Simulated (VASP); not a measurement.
# Which magnetic order does Fe2O3 (Hematite) take?, part 2 of 5

Is Fe2O3 (Hematite) a ferromagnet or an antiferromagnet at this level? The start is a cell from a database of measured crystal structures.

VASP 6.6.1, plane waves and PAW; the level of theory is named at each step.

Still holding for the runs below: The magnetic state follows from one typed start and may not be the lowest.

So far: The structure; Magnetic order, start order fm, signs ++++.

### Step 2. Magnetic order, start order fm, signs ++++ (continued)

Level of this step: r2SCAN, DFT+U (Fe d 5 eV), spin-polarised, from parallel moments; plane waves and PAW (Fe, O) (VASP).

Force by atom:

| atom | x (eV/Å) | y (eV/Å) | z (eV/Å) | size |
| --- | --- | --- | --- | --- |
| Fe1 | 0.000 | 0.000 | -0.501 | 0.501 |
| Fe2 | 0.000 | 0.000 | 0.501 | 0.501 |
| Fe3 | 0.000 | 0.000 | 0.501 | 0.501 |
| Fe4 | 0.000 | 0.000 | -0.501 | 0.501 |
| O5 | -0.117 | -0.203 | 0.000 | 0.234 |
| O6 | -0.117 | 0.203 | 0.000 | 0.234 |
| O7 | 0.234 | 0.000 | 0.000 | 0.234 |
| O8 | 0.117 | 0.203 | 0.000 | 0.234 |
| O9 | 0.117 | -0.203 | 0.000 | 0.234 |
| O10 | -0.234 | 0.000 | 0.000 | 0.234 |

Spin density in the ac plane of the conventional cell at fractional y = 0.000, with atoms of Fe and O within 0.2 Å of it.

Ten even steps from '0' (0.0 e/Å³) to '9' (5.7 e/Å³), each cell a mean:
```
00000000000000
00000000000000
42000000000013
94000000000027
21000000000001
00000000000000
00000000000000
42000000000003
94000000000027
21000000000002
00000000000000
00000000000000
00000000000000
00000000000000
42000000000003
94000000000027
20000000000001
00000000000000
00000000000000
41000000000003
94000000000027
21000000000002
00000000000000
00000000000000
```
Columns run along a (5.0 Å), rows up along c (13.8 Å), edges of the conventional cell, whose origin can differ from the input's. Atoms in or near the plane, at fractional coordinates: Fe at (0.00, 0.86), Fe at (0.00, 0.64), Fe at (0.00, 0.14), Fe at (0.00, 0.36), O at (0.64, 0.42), O at (0.67, 0.08), O at (0.69, 0.75), O at (0.36, 0.58), O at (0.33, 0.92), O at (0.31, 0.25).

Valence density in the ac plane of the conventional cell at fractional y = 0.000, with atoms of Fe and O within 0.2 Å of it. It is the smooth field of the valence electrons, not physical close to the nuclei.

Ten even steps from '0' (0.0 e/Å³) to '9' (6.7 e/Å³), each cell a mean:
```
00001100000000
00027830000000
42025520000013
94000000000027
21000000011001
00000000388300
00000000265200
42000000000013
94101100000027
21027830000002
00025520000000
00000000000000
00000000110000
00000001684100
42000001463113
94000000000027
21011100000001
00159510000000
00146410000000
42000000000013
94000000111027
21000001684102
00000001463000
00000000000000
```
Columns run along a (5.0 Å), rows up along c (13.8 Å), edges of the conventional cell, whose origin can differ from the input's. Atoms in or near the plane, at fractional coordinates: Fe at (0.00, 0.86), Fe at (0.00, 0.64), Fe at (0.00, 0.14), Fe at (0.00, 0.36), O at (0.64, 0.42), O at (0.67, 0.08), O at (0.69, 0.75), O at (0.36, 0.58), O at (0.33, 0.92), O at (0.31, 0.25).

The largest moment at the end is 4.49 μB, and the moments of the cell sum to 20.00 μB.

### Step 3. Magnetic order, start order AFM 1, signs ++--

This step: r2SCAN, DFT+U (Fe d 5 eV), spin-polarised, from moments of both signs; plane waves and PAW (Fe, O) (VASP 6.6.1).

INCAR

```
SYSTEM = Fe2O3
PREC = Normal
ENCUT = 480
EDIFF = 1E-06
NELM = 150
ISMEAR = 0
SIGMA = 0.05
LREAL = .FALSE.
ALGO = Normal
METAGGA = R2SCAN
LASPH = .TRUE.
NBANDS = 49
ISPIN = 2
MAGMOM = 3 3 -3 -3 0 0 0 0 0 0
LDAU = .TRUE.
LDAUTYPE = 2
LDAUL = 2 -1
LDAUU = 5 0
LDAUJ = 0 0
LDAUPRINT = 1
LMAXMIX = 4
LORBIT = 11
LWAVE = .FALSE.
LCHARG = .TRUE.
KPAR = 2
AMIX = 0.2
BMIX = 1E-04
AMIX_MAG = 0.8
BMIX_MAG = 1E-04
```

POSCAR

```
Fe2O3
1.0
    2.5190000000      1.4543453281      4.5906666667
   -2.5190000000      1.4543453281      4.5906666667
    0.0000000000     -2.9086906562      4.5906666667
Fe O
4 6
Direct
    0.3553000000      0.3553000000      0.3553000000
    0.1447000000      0.1447000000      0.1447000000
    0.6447000000      0.6447000000      0.6447000000
    0.8553000000      0.8553000000      0.8553000000
    0.5559000000      0.2500000000      0.9441000000
    0.2500000000      0.9441000000      0.5559000000
    0.9441000000      0.5559000000      0.2500000000
    0.4441000000      0.7500000000      0.0559000000
    0.7500000000      0.0559000000      0.4441000000
    0.0559000000      0.4441000000      0.7500000000
```

KPOINTS

```
Automatic mesh
0
Gamma
4 4 4
0 0 0
```

The projector-augmented-wave data sets are Fe and O (PBE family, release 64).

Launch:

```sh
$ mpirun -np 2 vasp_std
```

Log:

```text
[banner, memory and clock lines left out]
running    2 mpi-ranks, on    1 nodes
 distrk:  each k-point on    1 cores,    2 groups
 distr:  one band on    1 cores,    1 groups

 POSCAR found type information on POSCAR FeO
 POSCAR found :  2 types and      10 ions
 [... a notice as in an earlier step ...]

 LDA part: xc-table for (None), standard interpolation
 POSCAR, INCAR and KPOINTS ok, starting setup
 FFT: planning ... GRIDC
 FFT: planning ... GRID_SOFT
 FFT: planning ... GRID
 WAVECAR not read
 entering main loop
       N       E                     dE             d eps       ncg     rms          rms(c)
DAV:   1     0.776389060590E+03    0.77639E+03   -0.30238E+04  2548   0.159E+03
DAV:   2     0.131914931019E+02   -0.76320E+03   -0.69639E+03  2630   0.427E+02
DAV:   3    -0.129079471466E+03   -0.14227E+03   -0.13474E+03  3085   0.208E+02
DAV:   4    -0.137112070696E+03   -0.80326E+01   -0.79783E+01  3031   0.553E+01
DAV:   5    -0.137385502114E+03   -0.27343E+00   -0.27302E+00  3408   0.985E+00    0.558E+01
DAV:   6    -0.103414173587E+03    0.33971E+02   -0.53177E+01  3832   0.946E+01    0.600E+01
DAV:   7    -0.102087736421E+03    0.13264E+01   -0.23539E+01  4552   0.619E+01    0.582E+01
DAV:   8    -0.103080725337E+03   -0.99299E+00   -0.44212E+00  3302   0.257E+01    0.317E+01
DAV:   9    -0.103033970219E+03    0.46755E-01   -0.92328E+00  3776   0.613E+01    0.329E+01
DAV:  10    -0.103092597863E+03   -0.58628E-01   -0.29307E+00  3478   0.275E+01    0.149E+00
DAV:  11    -0.103123440742E+03   -0.30843E-01   -0.24594E-01  2805   0.337E+00    0.959E-01
DAV:  12    -0.103125503028E+03   -0.20623E-02   -0.73198E-03  3068   0.687E-01    0.834E-01
DAV:  13    -0.103125929627E+03   -0.42660E-03   -0.26898E-02  3840   0.159E+00    0.913E-01
DAV:  14    -0.103126494397E+03   -0.56477E-03   -0.31402E-03  3085   0.563E-01    0.721E-01
DAV:  15    -0.103126757458E+03   -0.26306E-03   -0.23252E-03  4264   0.610E-01    0.130E-01
DAV:  16    -0.103126801948E+03   -0.44490E-04   -0.45174E-04  2880   0.155E-01    0.684E-02
DAV:  17    -0.103126804825E+03   -0.28769E-05   -0.36403E-05  3384   0.540E-02    0.264E-02
DAV:  18    -0.103126798256E+03    0.65690E-05   -0.66863E-06  2904   0.205E-02    0.554E-02
DAV:  19    -0.103126803152E+03   -0.48957E-05   -0.35150E-06  2368   0.132E-02    0.292E-02
DAV:  20    -0.103126802866E+03    0.28577E-06   -0.52240E-07  1457   0.808E-03
   1 F= -.10312680E+03 E0= -.10312680E+03  d E =-.118749E-17  mag=    -0.0000
```

Elapsed: 5.1 min, on 2 MPI ranks of AMD EPYC 7R43, shared host; peak memory 0.4 GiB; 10 min of CPU time.

From OUTCAR (step 3):

```text
 Found     13 irreducible k-points:

   NELECT =      68.0000    total number of electrons

atom =   1  type =  1  l = 2

 onsite density matrix

spin component  1

  1.0170 -0.0365  0.0000 -0.0069 -0.0000
 -0.0365  1.0311 -0.0000  0.0000 -0.0069
  0.0000 -0.0000  0.9881  0.0000  0.0000
 -0.0069  0.0000  0.0000  1.0311  0.0365
 -0.0000 -0.0069  0.0000  0.0365  1.0170

spin component  2

  0.1326 -0.0946 -0.0000 -0.0091  0.0000
 -0.0946  0.1795 -0.0000 -0.0000 -0.0091
 -0.0000 -0.0000  0.0705  0.0000  0.0000
 -0.0091 -0.0000  0.0000  0.1795  0.0946
  0.0000 -0.0091  0.0000  0.0946  0.1326

 occupancies and eigenvectors

  o =  0.0582  v =  0.0000  0.0000  0.0000  0.0000  0.0000 -0.0760 -0.0007 -0.0000 -0.6165  0.7837      0.0000  0.0000  0.0000  0.0000  0.0000  0.0000  0.0000  0.0000  0.0000  0.0000
  o =  0.0582  v =  0.0000  0.0000  0.0000  0.0000  0.0000 -0.7837 -0.6165  0.0000  0.0007 -0.0760      0.0000  0.0000  0.0000  0.0000  0.0000  0.0000  0.0000  0.0000  0.0000  0.0000
  o =  0.0705  v =  0.0000  0.0000  0.0000  0.0000  0.0000  0.0000 -0.0000 -1.0000  0.0000 -0.0000      0.0000  0.0000  0.0000  0.0000  0.0000  0.0000  0.0000  0.0000  0.0000  0.0000
  o =  0.2540  v =  0.0000  0.0000  0.0000  0.0000  0.0000  0.0588  0.0000 -0.0000 -0.7873 -0.6137      0.0000  0.0000  0.0000  0.0000  0.0000  0.0000  0.0000  0.0000  0.0000  0.0000
  o =  0.2540  v =  0.0000  0.0000  0.0000  0.0000  0.0000 -0.6137  0.7873 -0.0000  0.0000 -0.0588      0.0000  0.0000  0.0000  0.0000  0.0000  0.0000  0.0000  0.0000  0.0000  0.0000
  o =  0.9863  v = -0.1435  0.0001 -0.0000 -0.6378  0.7567  0.0000  0.0000  0.0000  0.0000  0.0000      0.0000  0.0000  0.0000  0.0000  0.0000  0.0000  0.0000  0.0000  0.0000  0.0000
  o =  0.9863  v =  0.7567  0.6378 -0.0000  0.0001  0.1435  0.0000  0.0000  0.0000  0.0000  0.0000      0.0000  0.0000  0.0000  0.0000  0.0000  0.0000  0.0000  0.0000  0.0000  0.0000
  o =  0.9881  v =  0.0000  0.0000  1.0000 -0.0000  0.0000  0.0000  0.0000  0.0000  0.0000  0.0000      0.0000  0.0000  0.0000  0.0000  0.0000  0.0000  0.0000  0.0000  0.0000  0.0000
  o =  1.0619  v =  0.1189  0.0000 -0.0000 -0.7702 -0.6266  0.0000  0.0000  0.0000  0.0000  0.0000      0.0000  0.0000  0.0000  0.0000  0.0000  0.0000  0.0000  0.0000  0.0000  0.0000
  o =  1.0619  v = -0.6266  0.7702 -0.0000  0.0000 -0.1189  0.0000  0.0000  0.0000  0.0000  0.0000      0.0000  0.0000  0.0000  0.0000  0.0000  0.0000  0.0000  0.0000  0.0000  0.0000

atom =   2  type =  1  l = 2

 onsite density matrix

spin component  1

  1.0170  0.0365  0.0000 -0.0069  0.0000
  0.0365  1.0311 -0.0000 -0.0000 -0.0069
  0.0000 -0.0000  0.9881 -0.0000  0.0000
 -0.0069 -0.0000 -0.0000  1.0311 -0.0365
  0.0000 -0.0069  0.0000 -0.0365  1.0170

spin component  2

  0.1326  0.0946  0.0000 -0.0091 -0.0000
  0.0946  0.1795 -0.0000  0.0000 -0.0091
  0.0000 -0.0000  0.0705 -0.0000  0.0000
 -0.0091  0.0000 -0.0000  0.1795 -0.0946
 -0.0000 -0.0091  0.0000 -0.0946  0.1326

 occupancies and eigenvectors

  o =  0.0582  v =  0.0000  0.0000  0.0000  0.0000  0.0000 -0.0750 -0.0001  0.0000 -0.6165 -0.7838      0.0000  0.0000  0.0000  0.0000  0.0000  0.0000  0.0000  0.0000  0.0000  0.0000
  o =  0.0582  v =  0.0000  0.0000  0.0000  0.0000  0.0000 -0.7838  0.6165 -0.0000 -0.0001  0.0750      0.0000  0.0000  0.0000  0.0000  0.0000  0.0000  0.0000  0.0000  0.0000  0.0000
  o =  0.0705  v =  0.0000  0.0000  0.0000  0.0000  0.0000 -0.0000 -0.0000 -1.0000 -0.0000 -0.0000      0.0000  0.0000  0.0000  0.0000  0.0000  0.0000  0.0000  0.0000  0.0000  0.0000
  o =  0.2540  v =  0.0000  0.0000  0.0000  0.0000  0.0000  0.0589  0.0001  0.0000 -0.7873  0.6137      0.0000  0.0000  0.0000  0.0000  0.0000  0.0000  0.0000  0.0000  0.0000  0.0000
  o =  0.2540  v =  0.0000  0.0000  0.0000  0.0000  0.0000 -0.6137 -0.7873  0.0000 -0.0001  0.0589      0.0000  0.0000  0.0000  0.0000  0.0000  0.0000  0.0000  0.0000  0.0000  0.0000
  o =  0.9863  v = -0.1434 -0.0001  0.0000 -0.6378 -0.7567  0.0000  0.0000  0.0000  0.0000  0.0000      0.0000  0.0000  0.0000  0.0000  0.0000  0.0000  0.0000  0.0000  0.0000  0.0000
  o =  0.9863  v =  0.7567 -0.6378  0.0000  0.0001 -0.1434  0.0000  0.0000  0.0000  0.0000  0.0000      0.0000  0.0000  0.0000  0.0000  0.0000  0.0000  0.0000  0.0000  0.0000  0.0000
  o =  0.9881  v = -0.0000  0.0000  1.0000  0.0000  0.0000  0.0000  0.0000  0.0000  0.0000  0.0000      0.0000  0.0000  0.0000  0.0000  0.0000  0.0000  0.0000  0.0000  0.0000  0.0000
  o =  1.0619  v =  0.1188 -0.0001  0.0000 -0.7702  0.6266  0.0000  0.0000  0.0000  0.0000  0.0000      0.0000  0.0000  0.0000  0.0000  0.0000  0.0000  0.0000  0.0000  0.0000  0.0000
  o =  1.0619  v = -0.6266 -0.7702  0.0000  0.0001  0.1188  0.0000  0.0000  0.0000  0.0000  0.0000      0.0000  0.0000  0.0000  0.0000  0.0000  0.0000  0.0000  0.0000  0.0000  0.0000

atom =   3  type =  1  l = 2

 onsite density matrix

spin component  1

spin component  2

 occupancies and eigenvectors

  o =  0.0582  v = -0.0745  0.0005 -0.0000 -0.6165  0.7838  0.0000  0.0000  0.0000  0.0000  0.0000      0.0000  0.0000  0.0000  0.0000  0.0000  0.0000  0.0000  0.0000  0.0000  0.0000
  o =  0.0582  v = -0.7838 -0.6165  0.0000 -0.0005 -0.0745  0.0000  0.0000  0.0000  0.0000  0.0000      0.0000  0.0000  0.0000  0.0000  0.0000  0.0000  0.0000  0.0000  0.0000  0.0000
[...]
o =  0.0582  v = -0.7838  0.6165 -0.0000 -0.0000  0.0751  0.0000  0.0000  0.0000  0.0000  0.0000      0.0000  0.0000  0.0000  0.0000  0.0000  0.0000  0.0000  0.0000  0.0000  0.0000
  o =  0.0705  v = -0.0000 -0.0000 -1.0000 -0.0000 -0.0000  0.0000  0.0000  0.0000  0.0000  0.0000      0.0000  0.0000  0.0000  0.0000  0.0000  0.0000  0.0000  0.0000  0.0000  0.0000
  o =  0.2540  v =  0.0589  0.0000  0.0000 -0.7873  0.6137  0.0000  0.0000  0.0000  0.0000  0.0000      0.0000  0.0000  0.0000  0.0000  0.0000  0.0000  0.0000  0.0000  0.0000  0.0000
  o =  0.2540  v = -0.6137 -0.7873  0.0000 -0.0000  0.0589  0.0000  0.0000  0.0000  0.0000  0.0000      0.0000  0.0000  0.0000  0.0000  0.0000  0.0000  0.0000  0.0000  0.0000  0.0000
  o =  0.9863  v =  0.0000  0.0000  0.0000  0.0000  0.0000 -0.1434 -0.0001  0.0000 -0.6378 -0.7567      0.0000  0.0000  0.0000  0.0000  0.0000  0.0000  0.0000  0.0000  0.0000  0.0000
  o =  0.9863  v =  0.0000  0.0000  0.0000  0.0000  0.0000  0.7567 -0.6378  0.0000  0.0001 -0.1434      0.0000  0.0000  0.0000  0.0000  0.0000  0.0000  0.0000  0.0000  0.0000  0.0000
  o =  0.9881  v =  0.0000  0.0000  0.0000  0.0000  0.0000 -0.0000  0.0000  1.0000  0.0000  0.0000      0.0000  0.0000  0.0000  0.0000  0.0000  0.0000  0.0000  0.0000  0.0000  0.0000
  o =  1.0619  v =  0.0000  0.0000  0.0000  0.0000  0.0000  0.1189 -0.0000  0.0000 -0.7702  0.6266      0.0000  0.0000  0.0000  0.0000  0.0000  0.0000  0.0000  0.0000  0.0000  0.0000
  o =  1.0619  v =  0.0000  0.0000  0.0000  0.0000  0.0000 -0.6266 -0.7702  0.0000  0.0000  0.1189      0.0000  0.0000  0.0000  0.0000  0.0000  0.0000  0.0000  0.0000  0.0000  0.0000

 E-fermi :   3.4389

 spin component 1
 k-point     1 :       0.0000    0.0000    0.0000
  band No.  band energies     occupation
    ...
     30       2.5708      1.00000
     31       2.7099      1.00000
     32       2.7099      1.00000
     33       2.7854      1.00000
     34       2.7854      1.00000
     35       6.3149      0.00000
     36       6.6536      0.00000
     37       6.6536      0.00000
     38       6.8422      0.00000
     39       6.8422      0.00000
    ...

 k-point     2 :       0.2500   -0.0000    0.0000
  band No.  band energies     occupation
    ...
     30       1.9168      1.00000
     31       2.2557      1.00000
     32       2.3120      1.00000
     33       2.7175      1.00000
     34       2.9359      1.00000
     35       6.3451      0.00000
     36       6.5252      0.00000
     37       6.6396      0.00000
     38       6.8581      0.00000
     39       6.9636      0.00000
    ...

 k-point     3 :       0.5000   -0.0000    0.0000
  band No.  band energies     occupation
    ...
     30       2.0871      1.00000
     31       2.1514      1.00000
     32       2.1638      1.00000
     33       2.7024      1.00000
     34       2.8175      1.00000
     35       6.4482      0.00000
     36       6.4759      0.00000
     37       6.6507      0.00000
     38       6.6967      0.00000
     39       6.9932      0.00000
    ...

 k-point     4 :       0.2500    0.2500    0.0000
  band No.  band energies     occupation
    ...
     30       2.0230      1.00000
     31       2.1795      1.00000
     32       2.3315      1.00000
     33       2.6686      1.00000
     34       2.8252      1.00000
     35       6.3424      0.00000
     36       6.4481      0.00000
     37       6.6475      0.00000
     38       6.8622      0.00000
     39       6.9113      0.00000
    ...

  Total        0.0346636      0.0346636     -2.6973580      0.0000000      0.0000000      0.0000000
  in kB        0.5503787      0.5503787    -42.8278686      0.0000000      0.0000000      0.0000000
  external PRESSURE =     -13.9090370 kB  Pullay stress =       0.0000000 kB

 POSITION                                       TOTAL-FORCE (eV/Angst)
 -----------------------------------------------------------------------------------
      0.00000      0.00000      4.89319        -0.000000     -0.000000     -0.586154
      0.00000      0.00000      1.99281        -0.000000      0.000000      0.586154
      0.00000      0.00000      8.87881        -0.000000      0.000000      0.586154
      0.00000      0.00000     11.77919        -0.000000      0.000000     -0.586154
      0.77056     -1.57404      8.03367        -0.149531     -0.258996     -0.000000
     -1.74844      0.11969      8.03367        -0.149531      0.258996     -0.000000
      0.97788      1.45435      8.03367         0.299062     -0.000000     -0.000000
     -0.77056      1.57404      5.73833         0.149531      0.258996     -0.000000
      1.74844     -0.11969      5.73833         0.149531     -0.258996     -0.000000
     -0.97788     -1.45435      5.73833        -0.299062     -0.000000     -0.000000
 -----------------------------------------------------------------------------------
    total drift:                               -0.000000      0.000000     -0.000000

  FREE ENERGIE OF THE ION-ELECTRON SYSTEM (eV)
  ---------------------------------------------------
  free  energy   TOTEN  =      -103.1268028663 eV

  energy  without entropy=     -103.1268028663  energy(sigma->0) =     -103.12680287

 total charge
# of ion       s       p       d       tot
------------------------------------------
    1        0.385   0.575   5.752   6.712
    2        0.385   0.575   5.752   6.712
    3        0.385   0.575   5.752   6.712
    4        0.385   0.575   5.752   6.712
    5        1.568   3.532   0.000   5.099
    6        1.568   3.532   0.000   5.099
    7        1.568   3.532   0.000   5.099
    8        1.568   3.532   0.000   5.099
    9        1.568   3.532   0.000   5.099
   10        1.568   3.532   0.000   5.099
--------------------------------------------------
tot         10.947  23.491  23.006  57.445

 magnetization (x)
# of ion       s       p       d       tot
------------------------------------------
    1        0.021   0.026   4.382   4.429
    2        0.021   0.026   4.382   4.429
    3       -0.021  -0.026  -4.382  -4.429
    4       -0.021  -0.026  -4.382  -4.429
    5       -0.002  -0.060   0.000  -0.062
    6       -0.002  -0.060   0.000  -0.062
    7       -0.002  -0.060   0.000  -0.062
    8        0.002   0.060   0.000   0.062
    9        0.002   0.060   0.000   0.062
   10        0.002   0.060   0.000   0.062
--------------------------------------------------
tot          0.000  -0.000   0.000  -0.000

[... 9 parts as in an earlier step ...]

[... 9 further parts left out ...]
```

This step gave:

- free energy (TOTEN): -103.1268 eV
- Fermi energy: 3.439 eV
- gap on the k-mesh: 3.087 eV
- least direct gap on the k-mesh: 3.246 eV

Spin moment in the PAW sphere by atom:

```csv
atom,spin moment in the PAW sphere (μB)
Fe1,4.43
Fe2,4.43
Fe3,-4.43
Fe4,-4.43
O5,-0.06
O6,-0.06
O7,-0.06
O8,0.06
O9,0.06
O10,0.06
```

Force by atom:

| atom | x (eV/Å) | y (eV/Å) | z (eV/Å) | size |
| --- | --- | --- | --- | --- |
| Fe1 | 0.000 | 0.000 | -0.586 | 0.586 |
| Fe2 | 0.000 | 0.000 | 0.586 | 0.586 |
| Fe3 | 0.000 | 0.000 | 0.586 | 0.586 |
| Fe4 | 0.000 | 0.000 | -0.586 | 0.586 |
| O5 | -0.150 | -0.259 | 0.000 | 0.299 |
| O6 | -0.150 | 0.259 | 0.000 | 0.299 |
| O7 | 0.299 | 0.000 | 0.000 | 0.299 |
| O8 | 0.150 | 0.259 | 0.000 | 0.299 |
| O9 | 0.150 | -0.259 | 0.000 | 0.299 |
| O10 | -0.299 | 0.000 | 0.000 | 0.299 |

Spin density in the ac plane of the conventional cell at fractional y = 0.000, with atoms of Fe and O within 0.2 Å of it.

Ten even steps from '0' (-5.7 e/Å³) to '9' (5.7 e/Å³), each cell a mean:
```
55444555555555
55555555555555
76555555555556
97554555555568
65555455554555
55444555445545
55554555445555
76555455554556
97554555555568
65555555555556
55555555555555
55444555555555
44554444455554
44445444444444
23444444444443
02444444454431
34455445554444
44545554555544
44545554555444
24445445554443
02444544455431
34444444444443
44455444444444
45554444455555
```
Columns run along a (5.0 Å), rows up along c (13.8 Å), edges of the conventional cell, whose origin can differ from the input's. Atoms in or near the plane, at fractional coordinates: Fe at (0.00, 0.86), Fe at (0.00, 0.64), Fe at (0.00, 0.14), Fe at (0.00, 0.36), O at (0.64, 0.42), O at (0.67, 0.08), O at (0.69, 0.75), O at (0.36, 0.58), O at (0.33, 0.92), O at (0.31, 0.25).

[end of part 2 of 5]

[Lines on the potential files, build, host, timing and source positions are cut from VASP's logs without a mark.]

[Logs are printed without paths, hosts, clocks, repeated set-up lines and the standing remarks that a program may print on its own settings, such as how far it seeks lower states.]

[Hosts, paths, dates, database ids (printed as entryN), source tags and the programs' standing remarks are cut or masked in the printed files.]

[In band tables of VASP the shares of atoms and orbitals are scaled to a sum of 1 inside the atoms' spheres.]

[Runs that stopped without an error message from VASP are left out.]
